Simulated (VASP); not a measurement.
# Sc2InSb3 (P-3m1) in VASP: single point with r2SCAN

Aim: the single point of Sc2InSb3 with r2SCAN.

All numbers are computed with VASP 6.6.1; they aren't measurements. Logs are shortened: lines on timing, memory, paths and dates and some standing lists are left out, and cuts for length are marked.

## 1. The crystal as given

The structure is trigonal, space group P-3m1 (No. 164). Conventional cell: a = 4.203 Å, b = 4.203 Å, c = 10.587 Å, α = 90.00°, β = 90.00°, γ = 120.00°. Sc (site symmetry 3m) is surrounded by 6 Sb at 2.95 to 2.98 Å. Around In (site symmetry -3m) lie 6 Sb at 3.08 Å. Sb (site symmetry 3m) is surrounded by 3 Sc at 2.98 Å and 3 In at 3.08 Å. Around Sb (site symmetry -3m) lie 6 Sc at 2.95 Å.

The cell was built by a generator and needn't be a form met in nature.

## 2. Single point, r2SCAN

File INCAR:

```
SYSTEM = Sc2InSb3
  ALGO = Normal
  EDIFF = 1E-6
  ENCUT = 520
  ISIF = 2
  ISMEAR = 0
  KPAR = 2
  LASPH = .TRUE.
  LCHARG = .FALSE.
  LMIXTAU = .TRUE.
  LREAL = .FALSE.
  LWAVE = .FALSE.
  METAGGA = R2SCAN
  NBANDS = 34
  NELM = 150
  PREC = Accurate
  SIGMA = 0.1
```

File KPOINTS:

```
k-points
0
G
  8 8 4
  0 0 0
```

File POSCAR:

```
Sc2InSb3
1.0
    4.2026720000      0.0000000000      0.0000000000
   -2.1013360000      3.6396200000      0.0000000000
    0.0000000000      0.0000000000     10.5871000000
Sc In Sb
2 1 3
Direct
    0.6666670000      0.3333330000      0.6583210000
    0.3333330000      0.6666670000      0.3416790000
    0.0000000000      0.0000000000      0.0000000000
    0.3333330000      0.6666670000      0.8213340000
    0.6666670000      0.3333330000      0.1786660000
    0.0000000000      0.0000000000      0.5000000000
```

Potentials or basis: VASP PAW PBE potentials, release 64 (Sc_sv, In_d, Sb).

Command:

```bash
$ cat potpaw_PBE.64/Sc_sv/POTCAR potpaw_PBE.64/In_d/POTCAR potpaw_PBE.64/Sb/POTCAR > POTCAR
$ mpirun -np 2 vasp_std > vasp.out
```

OUTCAR:

```text
SYSTEM = Sc2InSb3
   EDIFF = 1E-6
   ENCUT = 520
   ISIF = 2
   ISMEAR = 0
   LASPH = .TRUE.
   LREAL = .FALSE.
   METAGGA = R2SCAN
   NELM = 150
   PREC = Accurate

 ion  position               nearest neighbor table
   1  0.667  0.333  0.658-   6 2.95   6 2.95   6 2.95   4 2.98   4 2.98   4 2.98
   2  0.333  0.667  0.342-   6 2.95   6 2.95   6 2.95   5 2.98   5 2.98   5 2.98
   3  0.000  0.000  0.000-   4 3.08   5 3.08   4 3.08   5 3.08   5 3.08   4 3.08
   4  0.333  0.667  0.821-   1 2.98   1 2.98   1 2.98   3 3.08   3 3.08   3 3.08
   5  0.667  0.333  0.179-   2 2.98   2 2.98   2 2.98   3 3.08   3 3.08   3 3.08
   6  0.000  0.000  0.500-   1 2.95   2 2.95   2 2.95   1 2.95   1 2.95   2 2.95

  LATTYP: Found a hexagonal cell.
 ALAT       =     4.2026720000
 C/A-ratio  =     2.5191354453

  Lattice vectors:

 A1 = (   4.2026720000,   0.0000000000,   0.0000000000)
 A2 = (  -2.1013360000,   3.6396200000,   0.0000000000)
 A3 = (   0.0000000000,   0.0000000000,  10.5871000000)

Analysis of symmetry for initial positions (statically):
=====================================================================
 Subroutine PRICEL returns:
 Original cell was already a primitive cell.

 Routine SETGRP: Setting up the symmetry group for a
 hexagonal supercell.

 Subroutine GETGRP returns: Found 12 space group operations
 (whereof 12 operations were pure point group operations)
 out of a pool of 24 trial point group operations.

The static configuration has the point symmetry D_3d.

Analysis of symmetry for dynamics (positions and initial velocities):
=====================================================================
 Subroutine PRICEL returns:
 Original cell was already a primitive cell.

 Routine SETGRP: Setting up the symmetry group for a
 hexagonal supercell.

 Subroutine GETGRP returns: Found 12 space group operations
 (whereof 12 operations were pure point group operations)
 out of a pool of 24 trial point group operations.

The dynamic configuration has the point symmetry D_3d.

 Subroutine INISYM returns: Found 12 space group operations
 (whereof 12 operations are pure point group operations),
 and found     1 'primitive' translations

----------------------------------------------------------------------------------------

                                     Primitive cell

  volume of cell :     161.9416

  direct lattice vectors                    reciprocal lattice vectors
     4.202672000  0.000000000  0.000000000     0.237943860  0.137376979  0.000000000
    -2.101336000  3.639620000  0.000000000     0.000000000  0.274753958  0.000000000
     0.000000000  0.000000000 10.587100000     0.000000000  0.000000000  0.094454572

  length of vectors
     4.202672000  4.202671380 10.587100000     0.274753917  0.274753958  0.094454572

  position of ions in fractional coordinates (direct lattice)
     0.666667000  0.333333000  0.658321000
     0.333333000  0.666667000  0.341679000
     0.000000000  0.000000000  0.000000000
     0.333333000  0.666667000  0.821334000
     0.666667000  0.333333000  0.178666000
     0.000000000  0.000000000  0.500000000

  ion indices of the primitive-cell ions
   primitive index   ion index
                 1           1
                 2           2
                 3           3
                 4           4
                 5           5
                 6           6

----------------------------------------------------------------------------------------

 KPOINTS: k-points

Automatic generation of k-mesh.
 Grid dimensions read from file:
 generate k-points for:    8    8    4

 Generating k-lattice:

  Cartesian coordinates                     Fractional coordinates (reciprocal lattice)
     0.029742983  0.017172122  0.000000000     0.125000000  0.000000000  0.000000000
     0.000000000  0.034344245  0.000000000     0.000000000  0.125000000  0.000000000
     0.000000000  0.000000000  0.023613643     0.000000000  0.000000000  0.250000000

  Length of vectors
     0.034344240  0.034344245  0.023613643

  Shift w.r.t. Gamma in fractional coordinates (k-lattice)
     0.000000000  0.000000000  0.000000000

 Subroutine IBZKPT returns following result:
 ===========================================

 Found     35 irreducible k-points:

 Following reciprocal coordinates:
            Coordinates               Weight
  0.000000  0.000000  0.000000      1.000000
  0.125000  0.000000  0.000000      6.000000
  0.250000  0.000000  0.000000      6.000000
  0.375000  0.000000  0.000000      6.000000
  0.500000  0.000000  0.000000      3.000000
  0.125000  0.125000  0.000000      6.000000
[... 16 lines left out ...]
 -0.125000  0.500000  0.250000     12.000000
  0.250000  0.250000  0.250000     12.000000
 [... further k-points ...]
   k-points           NKPTS =     35   k-points in BZ     NKDIM =     35   number of bands    NBANDS=     34
   number of dos      NEDOS =    301   number of ions     NIONS =      6
   total plane-waves  NPLWV =  81920
   dimension x,y,z NGX =    32 NGY =   32 NGZ =   80
   dimension x,y,z NGXF=    64 NGYF=   64 NGZF=  160
   ions per type =               2   1   3
   NGX,Y,Z   is equivalent  to a cutoff of  12.66, 12.66, 12.56 a.u.
   NGXF,Y,Z  is equivalent  to a cutoff of  25.32, 25.32, 25.12 a.u.
 SYSTEM =  Sc2InSb3
   PREC   = accura    normal or accurate (medium, high low for compatibility)
   ISTART =      0    job   : 0-new  1-cont  2-samecut
   ICHARG =      2    charge: 1-file 2-atom 10-const
   ISPIN  =      1    spin polarized calculation?
   LNONCOLLINEAR =      F non collinear calculations
   LSORBIT =      F    spin-orbit coupling
   LASPH  =      T    aspherical Exc in radial PAW
   ENCUT  =  520.0 eV  38.22 Ry    6.18 a.u.   7.81  7.81 19.68*2*pi/ulx,y,z
   NELM   =    150;   NELMIN=  2; NELMDL= -5     # of ELM steps
   EDIFF  = 0.1E-05   stopping-criterion for ELM
   LREAL  =      F    real-space projection
   EDIFFG = 0.1E-04   stopping-criterion for IOM
   NSW    =      0    number of steps for IOM
   IBRION =     -1    ionic relax: 0-MD 1-quasi-New 2-CG
   NFREE  =      0    steps in history (QN), initial steepest desc. (CG)
   ISIF   =      2    stress and relaxation
   ISYM   =      2    0-nonsym 1-usesym 2-fastsym
   POTIM  = 0.5000    time-step for ionic-motion
   TEBEG  =    0.0;   TEEND  =   0.0 temperature during run
   PSTRESS=    0.0 pullay stress
   NELECT =      50.0000    total number of electrons
   NUPDOWN=      -1.0000    fix difference up-down
   EMIN   =  10.00;   EMAX   =-10.00  energy-range for DOS
   EFERMI =   0.00;   METHOD = LEGACY
   ISMEAR =     0;   SIGMA  =   0.10  broadening in eV -4-tet -1-fermi 0-gaus
   EFERMI_NEDOS =   21; number of points for ismear=-14 and -15
   IALGO  =     38    algorithm
   IMIX   =      4    mixing-type and parameters
     AMIX     =   0.40;   BMIX     =  1.00
     AMIX_MAG =   1.60;   BMIX_MAG =  1.00
  volume/ion in A,a.u.               =      26.99       182.14
  Fermi-wavevector in a.u.,A,eV,Ry     =   1.106484  2.090952 16.657719  1.224308
  Thomas-Fermi vector in A             =   2.242986
   LORBIT       =      0    0 simple, 1 ext, 2 COOP (PROOUT), +10 PAW based schemes
   METAGGA = R2SCAN    functional components
   LHFCALC =     F    Hartree Fock is set to
   AEXX    =    0.0000 exact exchange contribution
   IVDW    =     0    specifies the selected vdW correction
   LEPSILON=     F    determine dielectric tensor
   LRPA    =     F    only Hartree local field effects (RPA)
 non-spin polarized calculation
 Gauss-broadening in eV      SIGMA  =   0.10
  energy-cutoff  :      520.00
  volume of cell :      161.94
 maximum number of plane-waves:      4378
 NGX is ok and might be reduce to    32
   NGX = 15   NGY = 15   NGZ = 39

 number of electron      50.0000000 magnetization

 Free energy of the ion-electron system (eV)
  ---------------------------------------------------
  ext. energy  EPLUGINS =         0.00000000
  ---------------------------------------------------
  free energy    TOTEN  =      -126.35801855 eV

  energy without entropy =     -126.34647592  energy(sigma->0) =     -126.35224723

 E-fermi :   5.9504     XC(G=0): -10.3606

 val. band max:        5.9364843341   @ k =   0.3750   0.2500   0.2500
 cond. band min:       5.9922921489   @ k =   0.2500   0.2500   0.0000
 fundamental gap:      0.0558078148
 Fermi energy:         5.9504186359

 k-point     1 :       0.0000    0.0000    0.0000
  band No.  band energies     occupation
      1     -46.1008      2.00000
      2     -46.0994      2.00000
      3     -23.7755      2.00000
      4     -23.7542      2.00000
      5     -23.7468      2.00000
      6     -23.7468      2.00000
[... 26 lines left out ...]
     33       8.7870      0.00000
     34       8.9391      0.00000

 k-point     2 :       0.1250    0.0000    0.0000
  band No.  band energies     occupation
      1     -46.1005      2.00000
      2     -46.0992      2.00000
      3     -23.7741      2.00000
      4     -23.7550      2.00000
      5     -23.7507      2.00000
      6     -23.7490      2.00000
[... 26 lines left out ...]
     33       8.4287      0.00000
     34       9.2010      0.00000

 k-point     3 :       0.2500    0.0000    0.0000
  band No.  band energies     occupation
      1     -46.0999      2.00000
      2     -46.0988      2.00000
      3     -23.7712      2.00000
      4     -23.7636      2.00000
      5     -23.7575      2.00000
      6     -23.7520      2.00000
[... 26 lines left out ...]
     33       8.6116      0.00000
     34       9.0865      0.00000

 k-point     4 :       0.3750    0.0000    0.0000
  band No.  band energies     occupation
      1     -46.0991      2.00000
      2     -46.0983      2.00000
      3     -23.7752      2.00000
      4     -23.7706      2.00000
      5     -23.7617      2.00000
      6     -23.7550      2.00000
[... 26 lines left out ...]
     33       8.7409      0.00000
     34       8.7929      0.00000

 k-point     5 :       0.5000    0.0000    0.0000
  band No.  band energies     occupation
      1     -46.0988      2.00000
      2     -46.0982      2.00000
      3     -23.7791      2.00000
      4     -23.7738      2.00000
      5     -23.7605      2.00000
      6     -23.7562      2.00000
[... 621 lines left out ...]
 k-point    22 :       0.3750    0.1250    0.2500
  band No.  band energies     occupation
      1     -46.0988      2.00000
      2     -46.0982      2.00000
      3     -23.7767      2.00000
      4     -23.7720      2.00000
      5     -23.7605      2.00000
      6     -23.7586      2.00000
[... 26 lines left out ...]
     33       8.6967      0.00000
     34       9.1033      0.00000

 k-point    23 :      -0.1250    0.5000    0.2500
  band No.  band energies     occupation
      1     -46.0988      2.00000
      2     -46.0982      2.00000
      3     -23.7767      2.00000
      4     -23.7720      2.00000
      5     -23.7605      2.00000
      6     -23.7586      2.00000
[... 26 lines left out ...]
     33       8.5211      0.00000
     34       8.8496      0.00000

 k-point    24 :       0.2500    0.2500    0.2500
  band No.  band energies     occupation
      1     -46.0988      2.00000
      2     -46.0982      2.00000
      3     -23.7729      2.00000
      4     -23.7706      2.00000
      5     -23.7629      2.00000
      6     -23.7574      2.00000
[... 26 lines left out ...]
     33       8.6061      0.00000
     34       8.7793      0.00000

 [... further k-points ...]

------------------------ aborting loop because EDIFF is reached ----------------------------------------

  FORCE on cell =-STRESS in cart. coord.  units (eV):
  Direction    XX          YY          ZZ          XY          YZ          ZX
  --------------------------------------------------------------------------------------
  -------------------------------------------------------------------------------------
  Total       -0.6034459     -0.6034456     -0.9583338      0.0000000      0.0000000     -0.0000000
  in kB       -5.9702200     -5.9702177     -9.4813205      0.0000000      0.0000000     -0.0000000
  external PRESSURE =      -7.1405861 kB  Pullay stress =       0.0000000 kB

 VOLUME and BASIS-vectors are now :
 -----------------------------------------------------------------------------
  energy-cutoff  :      520.00
  volume of cell :      161.94
      direct lattice vectors                 reciprocal lattice vectors
     4.202672000  0.000000000  0.000000000     0.237943860  0.137376979  0.000000000
    -2.101336000  3.639620000  0.000000000     0.000000000  0.274753958  0.000000000
     0.000000000  0.000000000 10.587100000     0.000000000  0.000000000  0.094454572

 POSITION                                       TOTAL-FORCE (eV/Angst)
 -----------------------------------------------------------------------------------
      2.10134      1.21321      6.96971        -0.000000      0.000000      0.050496
     -0.00000      2.42641      3.61739         0.000000      0.000000     -0.050496
      0.00000      0.00000      0.00000        -0.000000      0.000000      0.000000
     -0.00000      2.42641      8.69555         0.000000      0.000000      0.180362
      2.10134      1.21321      1.89155        -0.000000      0.000000     -0.180362
      0.00000      0.00000      5.29355        -0.000000      0.000000      0.000000
 -----------------------------------------------------------------------------------
    total drift:                                0.000000      0.000000      0.000000

  FREE ENERGIE OF THE ION-ELECTRON SYSTEM (eV)
  ---------------------------------------------------
  free  energy   TOTEN  =      -126.3580185532 eV

  energy  without entropy=     -126.3464759164  energy(sigma->0) =     -126.35224723
```

It took 5 min on 2 MPI ranks of Intel Xeon Platinum 8488C (Sapphire Rapids), shared host; peak memory 0.42 GiB.

What came out:

```
Free energy            : -126.3580 eV
Pressure               : -0.7 GPa
Largest force          : 0.180 eV/Å
Band gap on the k mesh : none (metal or under the smearing width)
```

Forces in eV/Å, atoms in the order of the input:
```
Sc   0.000  0.000  0.050
Sc   0.000  0.000 -0.050
In   0.000  0.000  0.000
Sb   0.000  0.000  0.180
Sb   0.000  0.000 -0.180
Sb   0.000  0.000  0.000
```

Levels at points of the mesh, in eV from the Fermi level:
| k point | band 21 | band 22 | band 23 | band 24 | band 25 | band 26 | band 27 | band 28 | band 29 | band 30 |
| --- | --- | --- | --- | --- | --- | --- | --- | --- | --- | --- |
| (0.00, 0.00, 0.00) | -0.33 | -0.33 | 0.48 | 0.85 | 0.85 | 0.94 | 1.28 | 1.28 | 1.87 | 1.87 |
| (0.50, 0.00, 0.00) | -1.70 | -1.53 | -1.51 | -1.27 | -0.63 | -0.42 | 0.80 | 1.79 | 2.24 | 2.31 |
| (0.00, 0.00, 0.50) | -1.44 | -0.40 | -0.40 | 1.03 | 1.03 | 1.27 | 1.27 | 1.66 | 1.91 | 1.91 |
| (0.50, 0.00, 0.50) | -2.54 | -1.60 | -1.47 | -1.16 | -0.47 | 0.58 | 0.78 | 1.70 | 1.97 | 2.25 |

Caveat: the PAW data sets were made with another functional, which shifts forces and pressure a little.
